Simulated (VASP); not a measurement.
Computed with AM05 GGA, VASP's PBE PAW potentials (set 64) (plane waves; VASP).

Input for VASP

INCAR:
```
ALGO=Normal
EDIFF=1E-7
ENCUT=520
GGA=AM
ISIF=2
ISMEAR=0
LASPH=T
LCHARG=F
LMAXMIX=4
LREAL=F
LWAVE=F
NELM=100
PREC=Accurate
SIGMA=0.05
SYSTEM=PbF2
```

**POSCAR**
```
PbF2
1.0
  0.0000000000   3.0201976816   3.0201976816
  3.0201976816   0.0000000000   3.0201976816
  3.0201976816   3.0201976816   0.0000000000
Pb F
1 2
Cart
  6.0403953632   6.0403953632   6.0403953632
  1.5100988408   1.5100988408   1.5100988408
  4.5302965224   4.5302965224   4.5302965224
```

KPOINTS:
```
kpoints
0
G
7 7 7
```

POTCAR, in this order: Pb_d F (PBE.64 set). Program: vasp_std.

Problem. What will the output report for the number of irreducible k-points (NKPTS), largest plane-wave count, number of space-group operations, FFT grid (NGX, NGY, NGZ)?

Solution. 
```json
{
  "number of irreducible k-points (NKPTS)": "20",
  "largest_plane_wave_count": "1498",
  "number_of_space_group_operations": "48",
  "FFT grid (NGX, NGY, NGZ)": "32 × 32 × 32"
}
```

The compound is PbF2 in the fluorite structure, the β form. This cell is one point of a volume scan, at 1.06 of the reference volume.
